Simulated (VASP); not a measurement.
Output of a VASP run:

File OSZICAR:
```
       N       E                     dE             d eps       ncg     rms          rms(c)
DAV:   1    -0.245421534963E+01   -0.24542E+01   -0.70633E+03   770   0.122E+03
DAV:   2    -0.615832585313E+02   -0.59129E+02   -0.53955E+02   973   0.233E+02
DAV:   3    -0.646025676072E+02   -0.30193E+01   -0.29936E+01  1030   0.451E+01
DAV:   4    -0.646449463451E+02   -0.42379E-01   -0.42319E-01  1059   0.476E+00
DAV:   5    -0.646455608573E+02   -0.61451E-03   -0.61441E-03   987   0.420E-01    0.306E+01
DAV:   6    -0.578480648797E+02    0.67975E+01   -0.20070E+01   925   0.320E+01    0.262E+01
DAV:   7    -0.589360101846E+02   -0.10879E+01   -0.27239E+00   875   0.133E+01    0.156E+01
DAV:   8    -0.592167185095E+02   -0.28071E+00   -0.72284E-01   890   0.843E+00    0.137E+00
DAV:   9    -0.589306291521E+02    0.28609E+00   -0.23634E-01   860   0.576E+00    0.356E-01
DAV:  10    -0.590396581342E+02   -0.10903E+00   -0.82003E-02   859   0.283E+00    0.493E-01
DAV:  11    -0.590049477536E+02    0.34710E-01   -0.42605E-03   918   0.847E-01    0.257E-01
DAV:  12    -0.590076988232E+02   -0.27511E-02   -0.61658E-03   797   0.101E+00    0.777E-02
DAV:  13    -0.590083581049E+02   -0.65928E-03   -0.71022E-04   875   0.414E-01    0.837E-02
DAV:  14    -0.590079112388E+02    0.44687E-03   -0.21473E-04   860   0.183E-01    0.216E-02
DAV:  15    -0.590089187364E+02   -0.10075E-02   -0.56953E-04   797   0.344E-01    0.542E-02
DAV:  16    -0.590089608861E+02   -0.42150E-04   -0.37862E-05   916   0.801E-02    0.223E-02
DAV:  17    -0.590089701814E+02   -0.92954E-05   -0.11724E-05   879   0.323E-02    0.632E-03
DAV:  18    -0.590089653544E+02    0.48270E-05   -0.10419E-05   809   0.412E-02    0.304E-03
DAV:  19    -0.590089727804E+02   -0.74260E-05   -0.62375E-07   943   0.115E-02    0.520E-03
DAV:  20    -0.590089778870E+02   -0.51066E-05   -0.30665E-07   830   0.880E-03    0.216E-03
DAV:  21    -0.590089767076E+02    0.11793E-05   -0.14657E-07   793   0.598E-03    0.355E-04
DAV:  22    -0.590089763770E+02    0.33064E-06   -0.83408E-09   457   0.151E-03    0.196E-04
DAV:  23    -0.590089770304E+02   -0.65336E-06   -0.39763E-08   532   0.291E-03    0.100E-04
DAV:  24    -0.590089768420E+02    0.18838E-06   -0.20755E-09   424   0.508E-04    0.121E-04
DAV:  25    -0.590089769116E+02   -0.69651E-07   -0.25569E-10   415   0.219E-04
   1 F= -.59008977E+02 E0= -.59008977E+02  d E =-.101785E-07
```

### OUTCAR
```
------------------------ aborting loop because EDIFF is reached ----------------------------------------
  FORCE on cell =-STRESS in cart. coord.  units (eV):
  Direction    XX          YY          ZZ          XY          YZ          ZX
  --------------------------------------------------------------------------------------
  Total       -0.0142073     -0.0142073     -0.0142073     -0.0000000     -0.0000000      0.0000000
  in kB       -0.7524954     -0.7524954     -0.7524954     -0.0000000     -0.0000000      0.0000000
  external PRESSURE =      -0.7524954 kB  Pullay stress =       0.0000000 kB
  volume of cell :       30.25
      direct lattice vectors                 reciprocal lattice vectors
     0.000000000  2.473031882  2.473031882    -0.202180976  0.202180976  0.202180976
     2.473031882  0.000000000  2.473031882     0.202180976 -0.202180976  0.202180976
     2.473031882  2.473031882  0.000000000     0.202180976  0.202180976 -0.202180976
 POSITION                                       TOTAL-FORCE (eV/Angst)
 -----------------------------------------------------------------------------------
      0.00000      0.00000      0.00000        -0.000000      0.000000     -0.000000
      2.47303      2.47303      2.47303         0.000000     -0.000000      0.000000
 -----------------------------------------------------------------------------------
    total drift:                                0.000000      0.000000      0.000000
  FREE ENERGIE OF THE ION-ELECTRON SYSTEM (eV)
  ---------------------------------------------------
  free  energy   TOTEN  =       -59.0089769116 eV

  energy  without entropy=      -59.0089769015  energy(sigma->0) =      -59.00897691
```
(Selected blocks of OUTCAR.)

**POSCAR**
```
GdN
1
    0.0000000000     2.4730318821     2.4730318821
    2.4730318821     0.0000000000     2.4730318821
    2.4730318821     2.4730318821     0.0000000000
Gd N
1 1
Direct
  0.0000000000   0.0000000000   0.0000000000
  0.5000000000   0.5000000000   0.5000000000
```

Problem. Write an INCAR and KPOINTS that could have produced this output.

Solution. One answer among several that fit: the input of the run itself, SCAN meta-GGA, plane waves, VASP's PBE PAW potentials (set 64).

INCAR:
```
ALGO = Normal
EDIFF = 1E-7
ENCUT = 520
ISIF = 2
ISMEAR = 0
LASPH = .TRUE.
LCHARG = .FALSE.
LMAXMIX = 6
LMIXTAU = .TRUE.
LREAL = .FALSE.
LWAVE = .FALSE.
METAGGA = SCAN
NELM = 100
PREC = Accurate
SIGMA = 0.05
SYSTEM = GdN
```

KPOINTS:
```
Automatic mesh
0
Gamma
 9 9 9
0 0 0
```

POTCAR, in this order: Gd_3 N (PBE.64 set). Program: vasp_std.

The 4f electrons are frozen in the core of the lanthanide potential, so 4f levels, which can set the real gap, and their magnetism are missing.

The compound is GdN in the rock salt structure. It was relaxed first.
